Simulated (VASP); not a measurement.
Output of a VASP run:

File OSZICAR:
```
       N       E                     dE             d eps       ncg     rms          rms(c)
DAV:   1     0.906192008025E+02    0.90619E+02   -0.82926E+03  1408   0.108E+03
DAV:   2    -0.144363285818E+02   -0.10506E+03   -0.10088E+03  1480   0.308E+02
DAV:   3    -0.162834142382E+02   -0.18471E+01   -0.17475E+01  1588   0.420E+01
DAV:   4    -0.163004416903E+02   -0.17027E-01   -0.17017E-01  1580   0.413E+00
DAV:   5    -0.163008310655E+02   -0.38938E-03   -0.38936E-03  1624   0.535E-01    0.132E+01
DAV:   6    -0.156082002022E+02    0.69263E+00   -0.42565E+00  1412   0.234E+01    0.244E+00
DAV:   7    -0.155253697324E+02    0.82830E-01   -0.31852E-01  1416   0.668E+00    0.207E+00
DAV:   8    -0.155066902016E+02    0.18680E-01   -0.20337E-02  1472   0.129E+00    0.228E-01
DAV:   9    -0.155065095331E+02    0.18067E-03   -0.30829E-04  1600   0.153E-01    0.146E-01
DAV:  10    -0.155064987636E+02    0.10769E-04   -0.35090E-05  1732   0.779E-02    0.114E-02
DAV:  11    -0.155064973133E+02    0.14503E-05   -0.26374E-06  1272   0.217E-02    0.665E-03
DAV:  12    -0.155064968746E+02    0.43874E-06   -0.84305E-08   724   0.332E-03
   1 F= -.15506497E+02 E0= -.15506119E+02  d E =-.155065E+02
       N       E                     dE             d eps       ncg     rms          rms(c)
DAV:   1    -0.160544026230E+02   -0.54791E+00   -0.83901E+00  1376   0.407E+01    0.763E+00
DAV:   2    -0.155389435250E+02    0.51546E+00   -0.31053E+00  1396   0.211E+01    0.269E+00
DAV:   3    -0.154996757581E+02    0.39268E-01   -0.14555E-01  1392   0.449E+00    0.802E-01
DAV:   4    -0.154989290078E+02    0.74675E-03   -0.15475E-02  1384   0.101E+00    0.191E-01
DAV:   5    -0.154990150238E+02   -0.86016E-04   -0.18026E-04  1636   0.124E-01    0.119E-01
DAV:   6    -0.154990869664E+02   -0.71943E-04   -0.63685E-05  1472   0.648E-02    0.129E-02
DAV:   7    -0.154990875331E+02   -0.56672E-06   -0.18802E-06  1504   0.131E-02
   2 F= -.15499088E+02 E0= -.15498695E+02  d E =0.740934E-02
       N       E                     dE             d eps       ncg     rms          rms(c)
DAV:   1    -0.157320292783E+02   -0.23294E+00   -0.33012E+00  1372   0.259E+01    0.404E+00
DAV:   2    -0.155351050379E+02    0.19692E+00   -0.13742E+00  1404   0.139E+01    0.148E+00
DAV:   3    -0.155108777630E+02    0.24227E-01   -0.77417E-02  1400   0.324E+00    0.300E-01
DAV:   4    -0.155106757392E+02    0.20202E-03   -0.62321E-03  1400   0.528E-01    0.794E-02
DAV:   5    -0.155107180808E+02   -0.42342E-04   -0.30883E-04  1600   0.205E-01    0.563E-02
DAV:   6    -0.155107412416E+02   -0.23161E-04   -0.34055E-05  1512   0.609E-02    0.101E-02
DAV:   7    -0.155107414364E+02   -0.19471E-06   -0.27833E-06  1556   0.157E-02
   3 F= -.15510741E+02 E0= -.15510358E+02  d E =-.424456E-02
```

OUTCAR:
```
------------------------ aborting loop because EDIFF is reached ----------------------------------------
  FORCE on cell =-STRESS in cart. coord.  units (eV):
  Direction    XX          YY          ZZ          XY          YZ          ZX
  --------------------------------------------------------------------------------------
  Total       -0.0048655     -0.0048655     -0.0048655     -0.0000000     -0.0000000     -0.0000000
  in kB       -0.2960714     -0.2960714     -0.2960714     -0.0000000     -0.0000000     -0.0000000
  external PRESSURE =      -0.2960714 kB  Pullay stress =       0.0000000 kB
  volume of cell :       26.33
      direct lattice vectors                 reciprocal lattice vectors
     2.974952599  0.000000000  0.000000000     0.336139810 -0.000000000  0.000000000
     0.000000000  2.974952599  0.000000000    -0.000000000  0.336139810 -0.000000000
    -0.000000000  0.000000000  2.974952599    -0.000000000 -0.000000000  0.336139810
 POSITION                                       TOTAL-FORCE (eV/Angst)
 -----------------------------------------------------------------------------------
      1.48748      1.48748      1.48748         0.000000      0.000000      0.000000
      0.00000      0.00000      0.00000        -0.000000     -0.000000      0.000000
 -----------------------------------------------------------------------------------
    total drift:                               -0.000000      0.000000     -0.000000
  FREE ENERGIE OF THE ION-ELECTRON SYSTEM (eV)
  ---------------------------------------------------
  free  energy   TOTEN  =       -15.5107414364 eV

  energy  without entropy=      -15.5095920447  energy(sigma->0) =      -15.51035831

 reached required accuracy - stopping structural energy minimisation
```
(Selected blocks of OUTCAR.)

POSCAR:
```
RuAl
1
    2.9900000000     0.0000000000     0.0000000000
    0.0000000000     2.9900000000     0.0000000000
    0.0000000000     0.0000000000     2.9900000000
Al Ru
1 1
Direct
  0.5000000000   0.5000000000   0.5000000000
  0.0000000000   0.0000000000   0.0000000000
```

Question: Write an INCAR and KPOINTS that could have produced this output.

Answer: One answer among several that fit: the input of the run itself, PBEsol GGA, plane waves, VASP's PBE PAW potentials (set 64).

**KPOINTS**
```
Automatic mesh
0
Gamma
11 11 11
0 0 0
```

### INCAR
```
SYSTEM = RuAl
PREC = Accurate
ENCUT = 400
EDIFF = 1E-6
NELM = 100
ALGO = Normal
LREAL = .FALSE.
LASPH = .TRUE.
ISMEAR = 1
SIGMA = 0.1
GGA = PS
LMAXMIX = 4
LWAVE = .FALSE.
LCHARG = .FALSE.
IBRION = 2
ISIF = 3
NSW = 60
EDIFFG = -0.01
```

POTCAR, in this order: Al Ru_pv (PBE.64 set). Program: vasp_std.

The compound is RuAl in the CsCl type structure. This run relaxes it. Symmetry was kept, so distortions that lower it aren't found. The electron count is odd and the run is not spin-polarised, which forces a metal.
